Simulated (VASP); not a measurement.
# Be3Te2Se (P1) in VASP: relaxation of cell and atoms with PBE

Aim: the relaxation of cell and atoms of Be3Te2Se with PBE.

All numbers are computed with VASP 6.6.1; they aren't measurements. Logs are shortened: lines on timing, memory, paths and dates and some standing lists are left out, and cuts for length are marked.

**1. Starting point**

The typed cell holds 12 atoms: a = 6.641 Å, b = 13.298 Å, c = 6.769 Å, α = 146.76°, β = 62.00°, γ = 129.63°.

The cell was built by a generator and needn't be a form met in nature.

**2. Relaxation of cell and atoms, PBE**

The input, INCAR:

```
PREC = Normal
ENCUT = 520
EDIFF = 1E-5
ISMEAR = 0
SIGMA = 0.05
LREAL = Auto
LASPH = T
NELM = 80
ALGO = Fast
ISIF = 3
LWAVE = F
LCHARG = F
GGA = PE
IBRION = 2
NSW = 110
EDIFFG = -0.03
ISYM = 0
KPAR = 4
```

The input, KPOINTS:

```
regular mesh
0
Gamma
  5 5 5
```

The input, POSCAR:

```
Be3Te2Se
1.0
   -1.8781430500      5.7097826000      2.8227024600
    3.6315862800    -11.4699340800      5.6640525100
    2.0233881300      5.7834137900     -2.8762212400
Be Te Se
6 4 2
Direct
    0.6333070400      0.4108828000      0.8939014600
    0.6022344700      0.8763644100      0.8489567300
    0.9082267000      0.3640248900      0.1194813000
    0.9079571500      0.8686610300      0.1477899300
    0.1758168000      0.3514340200      0.4886697700
    0.2513478600      0.8663181900      0.4946667800
    0.6639018500      0.4993649900      0.6570445400
    0.6644396000      0.9962677500      0.6475669100
    0.3379094700      0.5128955800      0.3873546900
    0.2952862400      0.0257677200      0.3837658500
    0.9848927900      0.0029664400      0.9895397900
    0.0374139700      0.5081362500      0.9993495300
```

Potentials or basis: VASP PAW PBE potentials, release 64 (Be, Te, Se).

Launch:

```
> cat potpaw_PBE.64/Be/POTCAR potpaw_PBE.64/Te/POTCAR potpaw_PBE.64/Se/POTCAR > POTCAR
> mpirun -np 4 vasp_std > vasp.out
```

OUTCAR:

```text
PREC = Normal
   ENCUT = 520
   EDIFF = 1E-5
   ISMEAR = 0
   LREAL = Auto
   LASPH = T
   NELM = 80
   ISIF = 3
   GGA = PE
   IBRION = 2
   NSW = 110
   EDIFFG = -0.03
   ISYM = 0

 ion  position               nearest neighbor table
   1  0.633  0.411  0.894-  12 2.28  10 2.49   9 2.55   7 2.56
   2  0.602  0.876  0.849-  11 2.08   9 2.30   8 2.61  10 2.72
   3  0.908  0.364  0.119-  12 2.22   8 2.32   7 2.52   9 2.65
   4  0.908  0.869  0.148-  10 2.23   7 2.32   8 2.39  11 2.47
   5  0.176  0.351  0.489-  12 2.13  11 2.20   9 2.25   7 2.69
   6  0.251  0.866  0.495-  12 2.25   8 2.28  11 2.45  10 2.61
   7  0.664  0.499  0.657-   4 2.32   3 2.52   1 2.56   5 2.69   9 3.58
   8  0.664  0.996  0.648-   6 2.28   3 2.32   4 2.39   2 2.61  10 3.60
   9  0.338  0.513  0.387-   5 2.25   2 2.30   1 2.55   3 2.65   7 3.58
  10  0.295  0.026  0.384-   4 2.23   1 2.49   6 2.61   2 2.72   8 3.60
  11  0.985  0.003  0.990-   2 2.08   5 2.20   6 2.45   4 2.47
  12  0.037  0.508  0.999-   5 2.13   3 2.22   6 2.25   1 2.28

IMPORTANT INFORMATION: All symmetrisations will be switched off!
NOSYMM: (Re-)initialisation of all symmetry stuff for point group C_1.

----------------------------------------------------------------------------------------

                                     Primitive cell

  volume of cell :     249.4356

  direct lattice vectors                    reciprocal lattice vectors
    -1.878143050  5.709782600  2.822702460     0.000932139  0.087821568  0.177244552
     3.631586280-11.469934080  5.664052510     0.131286228 -0.001240672  0.089863628
     2.023388130  5.783413790 -2.876221240     0.259452657  0.083744227  0.003233736

  length of vectors
     6.640533701 13.297717757  6.768650029     0.197810838  0.159100863  0.272652221

  position of ions in fractional coordinates (direct lattice)
     0.633307040  0.410882800  0.893901460
     0.602234470  0.876364410  0.848956730
     0.908226700  0.364024890  0.119481300
     0.907957150  0.868661030  0.147789930
     0.175816800  0.351434020  0.488669770
     0.251347860  0.866318190  0.494666780
     0.663901850  0.499364990  0.657044540
     0.664439600  0.996267750  0.647566910
     0.337909470  0.512895580  0.387354690
     0.295286240  0.025767720  0.383765850
     0.984892790  0.002966440  0.989539790
     0.037413970  0.508136250  0.999349530

  ion indices of the primitive-cell ions
   primitive index   ion index
                 1           1
                 2           2
                 3           3
                 4           4
                 5           5
                 6           6
                 7           7
                 8           8
                 9           9
                10          10
                11          11
                12          12

----------------------------------------------------------------------------------------

 KPOINTS: regular mesh

Automatic generation of k-mesh.
 Grid dimensions read from file:
 generate k-points for:    5    5    5

 Generating k-lattice:

  Cartesian coordinates                     Fractional coordinates (reciprocal lattice)
     0.000186428  0.017564314  0.035448910     0.200000000 -0.000000000  0.000000000
     0.026257246 -0.000248134  0.017972726    -0.000000000  0.200000000  0.000000000
     0.051890531  0.016748845  0.000646747     0.000000000  0.000000000  0.200000000

  Length of vectors
     0.039562168  0.031820173  0.054530444

  Shift w.r.t. Gamma in fractional coordinates (k-lattice)
     0.000000000  0.000000000  0.000000000

 Subroutine IBZKPT returns following result:
 ===========================================

 Found     63 irreducible k-points:

 Following reciprocal coordinates:
            Coordinates               Weight
  0.000000  0.000000  0.000000      1.000000
  0.200000 -0.000000  0.000000      2.000000
  0.400000  0.000000 -0.000000      2.000000
  0.000000  0.200000  0.000000      2.000000
  0.200000  0.200000 -0.000000      2.000000
  0.400000  0.200000  0.000000      2.000000
[... 16 lines left out ...]
 -0.200000  0.200000  0.200000      2.000000
 -0.000000  0.400000  0.200000      2.000000
 [... further k-points ...]
   k-points           NKPTS =     63   k-points in BZ     NKDIM =     63   number of bands    NBANDS=     31
   number of dos      NEDOS =    301   number of ions     NIONS =     12
   total plane-waves  NPLWV = 128000
   dimension x,y,z NGX =    40 NGY =   80 NGZ =   40
   dimension x,y,z NGXF=    80 NGYF=  160 NGZF=   80
   ions per type =               6   4   2
   NGX,Y,Z   is equivalent  to a cutoff of  10.01, 10.00,  9.82 a.u.
   NGXF,Y,Z  is equivalent  to a cutoff of  20.03, 20.00, 19.65 a.u.
 SYSTEM =  unknown system
   PREC   = normal    normal or accurate (medium, high low for compatibility)
   ISTART =      0    job   : 0-new  1-cont  2-samecut
   ICHARG =      2    charge: 1-file 2-atom 10-const
   ISPIN  =      1    spin polarized calculation?
   LNONCOLLINEAR =      F non collinear calculations
   LSORBIT =      F    spin-orbit coupling
   LASPH  =      T    aspherical Exc in radial PAW
   ENCUT  =  520.0 eV  38.22 Ry    6.18 a.u.  12.35 24.72 12.59*2*pi/ulx,y,z
   NELM   =     80;   NELMIN=  2; NELMDL= -5     # of ELM steps
   EDIFF  = 0.1E-04   stopping-criterion for ELM
   LREAL  =      T    real-space projection
   EDIFFG = -.3E-01   stopping-criterion for IOM
   NSW    =    110    number of steps for IOM
   IBRION =      2    ionic relax: 0-MD 1-quasi-New 2-CG
   NFREE  =      1    steps in history (QN), initial steepest desc. (CG)
   ISIF   =      3    stress and relaxation
   ISYM   =      0    0-nonsym 1-usesym 2-fastsym
   POTIM  = 0.5000    time-step for ionic-motion
   TEBEG  =    0.0;   TEEND  =   0.0 temperature during run
   PSTRESS=    0.0 pullay stress
   NELECT =      48.0000    total number of electrons
   NUPDOWN=      -1.0000    fix difference up-down
   EMIN   =  10.00;   EMAX   =-10.00  energy-range for DOS
   EFERMI =   0.00;   METHOD = LEGACY
   ISMEAR =     0;   SIGMA  =   0.05  broadening in eV -4-tet -1-fermi 0-gaus
   EFERMI_NEDOS =   21; number of points for ismear=-14 and -15
   IALGO  =     68    algorithm
   IMIX   =      4    mixing-type and parameters
     AMIX     =   0.40;   BMIX     =  1.00
     AMIX_MAG =   1.60;   BMIX_MAG =  1.00
  volume/ion in A,a.u.               =      20.79       140.27
  Fermi-wavevector in a.u.,A,eV,Ry     =   0.945154  1.786082 12.154296  0.893316
  Thomas-Fermi vector in A             =   2.073028
   LORBIT       =      0    0 simple, 1 ext, 2 COOP (PROOUT), +10 PAW based schemes
   GGA     = PE    functional components
   LHFCALC =     F    Hartree Fock is set to
   AEXX    =    0.0000 exact exchange contribution
   IVDW    =     0    specifies the selected vdW correction
   LEPSILON=     F    determine dielectric tensor
   LRPA    =     F    only Hartree local field effects (RPA)
 conjugate gradient relaxation of ions
 non-spin polarized calculation
 RMM-DIIS sequential band-by-band and
 Gauss-broadening in eV      SIGMA  =   0.05
  energy-cutoff  :      520.00
  volume of cell :      249.44
 maximum number of plane-waves:      6737
   NGX = 25   NGY = 49   NGZ = 25

--------------------------------------- Ionic step        1  -------------------------------------------

 number of electron      48.0000000 magnetization

 Free energy of the ion-electron system (eV)
  ---------------------------------------------------
  ext. energy  EPLUGINS =         0.00000000
  ---------------------------------------------------
  free energy    TOTEN  =       -46.21260466 eV

  energy without entropy =      -46.21260466  energy(sigma->0) =      -46.21260466

------------------------ aborting loop because EDIFF is reached ----------------------------------------

  FORCE on cell =-STRESS in cart. coord.  units (eV):
  Direction    XX          YY          ZZ          XY          YZ          ZX
  --------------------------------------------------------------------------------------
  -------------------------------------------------------------------------------------
  Total        4.2222066      4.1501705      1.7863822     -0.3868143      2.2472493      3.6252998
  in kB       27.1201253     26.6574219     11.4743104     -2.4845899     14.4345568     23.2860666
  external PRESSURE =      21.7506192 kB  Pullay stress =       0.0000000 kB
[... 77 lines left out ...]
  energy  without entropy=      -47.3219899461  energy(sigma->0) =      -47.32198995

--------------------------------------- Ionic step        3  -------------------------------------------

 number of electron      48.0000000 magnetization

 E-fermi :   4.3617     XC(G=0):  -8.9037

 val. band max:        4.1198185446   @ k =   0.0000   0.0000   0.0000
 cond. band min:       6.1532777090   @ k =  -0.0000   0.2000   0.4000
 fundamental gap:      2.0334591644
 Fermi energy:         4.3617176534

 k-point     1 :       0.0000    0.0000    0.0000
  band No.  band energies     occupation
      1      -9.1856      2.00000
      2      -8.6835      2.00000
      3      -7.1574      2.00000
      4      -6.4545      2.00000
      5      -6.1089      2.00000
      6      -6.0639      2.00000
[... 846 lines left out ...]
  FREE ENERGIE OF THE ION-ELECTRON SYSTEM (eV)
  ---------------------------------------------------
  free  energy   TOTEN  =       -47.4234436038 eV

  energy  without entropy=      -47.4234436038  energy(sigma->0) =      -47.42344360

[... ionic steps 4 to 14 ...]

--------------------------------------- Ionic step       15  -------------------------------------------

 number of electron      47.9999997 magnetization

------------------------ aborting loop because EDIFF is reached ----------------------------------------

  FORCE on cell =-STRESS in cart. coord.  units (eV):
  Direction    XX          YY          ZZ          XY          YZ          ZX
  --------------------------------------------------------------------------------------
  -------------------------------------------------------------------------------------
  Total       -0.1047339     -0.0615910     -0.1680424     -0.0451565     -0.0517732     -0.0193673
  in kB       -0.6683437     -0.3930337     -1.0723372     -0.2881591     -0.3303828     -0.1235894
  external PRESSURE =      -0.7112382 kB  Pullay stress =       0.0000000 kB
[... 77 lines left out ...]
  energy  without entropy=      -47.9385795186  energy(sigma->0) =      -47.93857952

--------------------------------------- Ionic step       17  -------------------------------------------

 number of electron      47.9999997 magnetization

 Free energy of the ion-electron system (eV)
  ---------------------------------------------------
  ext. energy  EPLUGINS =         0.00000000
  ---------------------------------------------------
  free energy    TOTEN  =       -47.93928071 eV

  energy without entropy =      -47.93928071  energy(sigma->0) =      -47.93928071

 E-fermi :   4.8370     XC(G=0):  -9.1089

 val. band max:        4.6180125697   @ k =   0.0000   0.0000   0.0000
 cond. band min:       6.6943398107   @ k =  -0.4000   0.2000   0.4000
 fundamental gap:      2.0763272410
 Fermi energy:         4.8370422850

 k-point     1 :       0.0000    0.0000    0.0000
  band No.  band energies     occupation
      1      -8.7952      2.00000
      2      -8.2450      2.00000
      3      -6.8552      2.00000
      4      -6.0956      2.00000
      5      -5.8018      2.00000
      6      -5.7861      2.00000
[... 846 lines left out ...]
  FREE ENERGIE OF THE ION-ELECTRON SYSTEM (eV)
  ---------------------------------------------------
  free  energy   TOTEN  =       -47.9392807062 eV

  energy  without entropy=      -47.9392807062  energy(sigma->0) =      -47.93928071

 reached required accuracy - stopping structural energy minimisation
```

Run time: 16 min. Hardware: 4 MPI ranks of Intel Xeon Platinum 8488C (Sapphire Rapids), shared host; peak memory 0.6 GiB.

Results:

```
Free energy                            : -47.9393 eV
Relaxed volume                         : 20.87 Å³/atom
Relaxed cell                           : a = 6.743 Å, b = 13.488 Å, c = 6.745 Å, α = 146.41°, β = 59.98°, γ = 131.85°
Space group after relaxing (to 0.05 Å) : Imm2 (No. 44)
Energy gained by relaxing              : 143.9 meV/atom
Ionic steps                            : 17
Pressure after relaxing                : 0.0 GPa
Largest force after relaxing           : 0.025 eV/Å
Band gap on the k mesh                 : 2.08 eV, indirect (least direct gap 2.21 eV)
```

Forces on the atoms (eV/Å):
```
Be  -0.009 -0.008  0.013
Be  -0.015  0.009 -0.007
Be   0.014  0.004 -0.007
Be  -0.007  0.009  0.000
Be  -0.003 -0.016  0.004
Be   0.008  0.012  0.016
Te   0.007 -0.011 -0.005
Te  -0.001 -0.002 -0.009
Te   0.009 -0.009 -0.005
Te   0.000 -0.001 -0.014
Se   0.008  0.018  0.014
Se  -0.011 -0.006 -0.001
```

The path:
| step | energy change (eV) | largest force (eV/Å) | pressure (GPa) | volume (Å³) |
| --- | --- | --- | --- | --- |
| 1 | 0.0000 | 3.0374 | 2.18 | 249.44 |
| 2 | -1.1094 | 1.2280 | -1.74 | 259.68 |
| 3 | -1.2108 | 0.8339 | -2.79 | 264.26 |
| 4 | -1.5319 | 0.6196 | -0.15 | 251.53 |
| 5 | -1.5423 | 0.5609 | 0.57 | 248.87 |
| 6 | -1.6308 | 0.3687 | 0.27 | 249.76 |
| 7 | -1.6447 | 0.3504 | 0.16 | 250.27 |
| 8 | -1.6883 | 0.2073 | -0.24 | 251.66 |
| 9 | -1.6960 | 0.2336 | -0.45 | 252.61 |
| 10 | -1.7131 | 0.1494 | 0.17 | 250.09 |
| 11 | -1.7145 | 0.1406 | 0.38 | 249.16 |
| 12 | -1.7239 | 0.0722 | 0.04 | 250.64 |
| 13 | -1.7240 | 0.0805 | -0.02 | 250.84 |
| 14 | -1.7257 | 0.0487 | -0.07 | 251.00 |
| 15 | -1.7260 | 0.0383 | -0.07 | 251.07 |
| 16 | -1.7260 | 0.0409 | -0.08 | 251.09 |
| 17 | -1.7267 | 0.0247 | 0.05 | 250.48 |

Final structure:
```yaml
crystal:
  lattice:
    - [-1.94632, 5.84084, 2.75038]
    - [3.89733, -11.68134, 5.50202]
    - [1.94893, 5.84090, -2.75210]
  atoms:
    - { symbol: Be, position: [0.60346, 0.38452, 0.84941] }
    - { symbol: Be, position: [0.60280, 0.88490, 0.84871] }
    - { symbol: Be, position: [0.91740, 0.38391, 0.16059] }
    - { symbol: Be, position: [0.91619, 0.88412, 0.16080] }
    - { symbol: Be, position: [0.22243, 0.36516, 0.50535] }
    - { symbol: Be, position: [0.22064, 0.86474, 0.50422] }
    - { symbol: Te, position: [0.66230, 0.50216, 0.66931] }
    - { symbol: Te, position: [0.66098, 0.00235, 0.66897] }
    - { symbol: Te, position: [0.33179, 0.50275, 0.34065] }
    - { symbol: Te, position: [0.33115, 0.00289, 0.34041] }
    - { symbol: Se, position: [0.99612, 0.00262, 0.00432] }
    - { symbol: Se, position: [0.99747, 0.50296, 0.00535] }
```

Caveat: spin-orbit coupling is left out, which moves the levels of the heavy elements; an odd mesh through Γ misses points on the zone boundary, where band edges often lie.
